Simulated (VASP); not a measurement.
Here is a VASP 6.6.1 calculation.

Contents of INCAR:

```
PREC = Accurate
ENCUT = 520
EDIFF = 1E-6
ISMEAR = 0
SIGMA = 0.05
LREAL = Auto
LASPH = True
NELM = 100
ALGO = Normal
ISIF = 2
LWAVE = False
LCHARG = False
GGA = PE
NELECT = 64.0
NBANDS = 46
```

File KPOINTS:

```
regular mesh
0
Gamma
  2 2 2
```

File POSCAR:

```
Mg8HO8
1.0
    0.0000000000      4.2110000000      4.2110000000
    4.2110000000      0.0000000000      4.2110000000
    4.2110000000      4.2110000000      0.0000000000
Mg O H
8 8 1
Direct
    0.0012095401      0.0005328821      0.0011707660
    0.0195507425      0.0189105368      0.4780725733
    0.0196410384      0.4773273709      0.0196048794
    0.0105565607      0.4988355175      0.4994910800
    0.4781149008      0.0189069266      0.0195109147
    0.4995137458      0.0098744075      0.4994748086
    0.4995287525      0.4988342696      0.0105181776
    0.5030956248      0.5024441845      0.5030584394
    0.2563218463      0.2555937511      0.2562823356
    0.2521881143      0.2515345788      0.7556807856
    0.2521931835      0.7550486714      0.2521564001
    0.2488231590      0.7519639841      0.7526198265
    0.7557184594      0.2515340098      0.2521507533
    0.7526381228      0.2482232740      0.7525984392
    0.7526584844      0.7519629629      0.2487874996
    0.7529242047      0.7523423950      0.7528911453
    0.8203265500     -0.1806705027      0.8202750756
```

Potentials or basis: VASP PAW PBE potentials, release 64 (Mg, O, H).

Run with:

```bash
$ cat potpaw_PBE.64/Mg/POTCAR potpaw_PBE.64/O/POTCAR potpaw_PBE.64/H/POTCAR > POTCAR
$ mpirun -np 1 vasp_std > vasp.out
```

Estimate the largest force.

0.170 eV/Å.

What does it give for the band gap on the k mesh?

4.23 eV, direct.

Forces in eV/Å, atoms in the order of the input:
```
Mg   0.011  0.010  0.011
Mg  -0.005 -0.005  0.023
Mg  -0.005  0.021 -0.005
Mg  -0.007 -0.002 -0.001
Mg   0.023 -0.005 -0.005
Mg   0.000 -0.008 -0.001
Mg   0.000 -0.001 -0.007
Mg  -0.004 -0.004 -0.004
O    0.004  0.005  0.004
O   -0.002  0.000 -0.002
O   -0.001 -0.002 -0.001
O    0.003 -0.007 -0.005
O   -0.002  0.000 -0.002
O   -0.006  0.002 -0.006
O   -0.005 -0.007  0.003
O   -0.100 -0.096 -0.100
H    0.098  0.096  0.098
```

Caveat: the k mesh is coarse (spacing up to 0.65 Å⁻¹), so the values aren't converged; the cell carries a net charge on a neutralising background, which shifts energy and pressure; the cell is charged against a uniform background, so pressure and absolute levels hang on convention. As with any semilocal functional, this PBE gap is likely too small.
